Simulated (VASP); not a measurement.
These are LDA (Ceperley-Alder, Perdew-Zunger), VASP's LDA PAW potentials (set 64) (plane waves; VASP) values and carry that method's errors.

The input files of a VASP run:

File KPOINTS:
```
Automatic mesh
0
Gamma
10 10 10
0 0 0
```

INCAR:
```
ALGO = Normal
EDIFF = 1E-6
EDIFFG = -0.02
ENCUT = 620
IBRION = 2
ISIF = 3
ISMEAR = 0
LASPH = .TRUE.
LCHARG = .FALSE.
LREAL = .FALSE.
LWAVE = .FALSE.
NELM = 100
NSW = 40
PREC = Accurate
SIGMA = 0.05
SYSTEM = CaO
```

**POSCAR**
```
CaO
1.0
  0.0000000000   2.3597750707   2.3597750707
  2.3597750707   0.0000000000   2.3597750707
  2.3597750707   2.3597750707   0.0000000000
Ca O
1 1
Cartesian
  0.0000000000   0.0000000000   0.0000000000
  2.3597750707   2.3597750707   2.3597750707
```

POTCAR, in this order: Ca_sv O (LDA.64 set). Program: vasp_std.

What VASP printed:

OSZICAR:
```
       N       E                     dE             d eps       ncg     rms          rms(c)
DAV:   1     0.139849584233E+03    0.13985E+03   -0.96906E+03  1128   0.157E+03
DAV:   2    -0.815607589598E+01   -0.14801E+03   -0.13949E+03  1276   0.357E+02
DAV:   3    -0.156757809317E+02   -0.75197E+01   -0.74610E+01  1416   0.832E+01
DAV:   4    -0.159336223265E+02   -0.25784E+00   -0.25747E+00  1596   0.140E+01
DAV:   5    -0.159381641549E+02   -0.45418E-02   -0.45415E-02  1440   0.184E+00    0.845E+00
DAV:   6    -0.143380609243E+02    0.16001E+01   -0.83567E+00  1308   0.273E+01    0.366E+00
DAV:   7    -0.142561089999E+02    0.81952E-01   -0.69896E-01  1532   0.855E+00    0.171E+00
DAV:   8    -0.142267486204E+02    0.29360E-01   -0.77723E-02  1336   0.315E+00    0.360E-01
DAV:   9    -0.142245226183E+02    0.22260E-02   -0.15316E-02  1376   0.106E+00    0.111E-01
DAV:  10    -0.142246146387E+02   -0.92020E-04   -0.12804E-03  1316   0.370E-01    0.230E-02
DAV:  11    -0.142246327458E+02   -0.18107E-04   -0.18188E-04  1688   0.111E-01    0.282E-02
DAV:  12    -0.142246189562E+02    0.13790E-04   -0.46379E-05  1392   0.736E-02    0.294E-03
DAV:  13    -0.142246191947E+02   -0.23850E-06   -0.34282E-06  1360   0.180E-02
   1 F= -.14224619E+02 E0= -.14224619E+02  d E =-.142246E+02
```

### OUTCAR
```
------------------------ aborting loop because EDIFF is reached ----------------------------------------
  FORCE on cell =-STRESS in cart. coord.  units (eV):
  Direction    XX          YY          ZZ          XY          YZ          ZX
  --------------------------------------------------------------------------------------
  Total       -0.0292129     -0.0292129     -0.0292129      0.0000000     -0.0000000      0.0000000
  in kB       -1.7809145     -1.7809145     -1.7809145      0.0000000     -0.0000000      0.0000000
  external PRESSURE =      -1.7809145 kB  Pullay stress =       0.0000000 kB
  volume of cell :       26.28
      direct lattice vectors                 reciprocal lattice vectors
     0.000000000  2.359775071  2.359775071    -0.211884601  0.211884601  0.211884601
     2.359775071  0.000000000  2.359775071     0.211884601 -0.211884601  0.211884601
     2.359775071  2.359775071  0.000000000     0.211884601  0.211884601 -0.211884601
  FREE ENERGIE OF THE ION-ELECTRON SYSTEM (eV)
  ---------------------------------------------------
  free  energy   TOTEN  =       -14.2246191947 eV

  energy  without entropy=      -14.2246191947  energy(sigma->0) =      -14.22461919

 reached required accuracy - stopping structural energy minimisation
```
(Selected blocks of OUTCAR.)

OUTCAR:
```
 val. band max:        2.3384750338   @ k =   0.0000   0.0000   0.0000

 cond. band min:       5.7648460041   @ k =   0.5000   0.5000   0.0000


 Fermi energy:         2.6119036187

 k-point     1 :       0.0000    0.0000    0.0000
  band No.  band energies     occupation
      1     -34.5112      2.00000
      2     -15.5112      2.00000
      3     -15.5112      2.00000
      4     -15.5112      2.00000
      5     -12.9767      2.00000
      6       2.3385      2.00000
      7       2.3385      2.00000
      8       2.3385      2.00000
      9       7.3580      0.00000
     10       8.5720      0.00000
     11       8.5720      0.00000
     12       8.5720      0.00000

 k-point     2 :       0.1000    0.0000    0.0000
  band No.  band energies     occupation
      1     -34.4978      2.00000
      2     -15.7090      2.00000
      3     -15.5175      2.00000
      4     -15.5175      2.00000
      5     -12.7738      2.00000
      6       1.9550      2.00000
      7       2.1803      2.00000
      8       2.1803      2.00000
      9       7.8246      0.00000
     10       8.5386      0.00000
     11       8.7598      0.00000
     12       8.7598      0.00000

 k-point     3 :       0.2000    0.0000    0.0000
  band No.  band energies     occupation
      1     -34.4624      2.00000
      2     -16.1318      2.00000
      3     -15.5339      2.00000
      4     -15.5339      2.00000
      5     -12.3365      2.00000
      6       1.1290      2.00000
      7       1.8036      2.00000
      8       1.8036      2.00000
      9       8.5119      0.00000
     10       8.9509      0.00000
     11       9.2794      0.00000
     12       9.2794      0.00000

 k-point     4 :       0.3000    0.0000    0.0000
  band No.  band energies     occupation
      1     -34.4183      2.00000
      2     -16.5514      2.00000
      3     -15.5540      2.00000
      4     -15.5540      2.00000
      5     -11.8961      2.00000
      6       0.2961      2.00000
...
```

The compound is CaO in the rock salt structure. It was relaxed first, which changed the volume by -6 %.
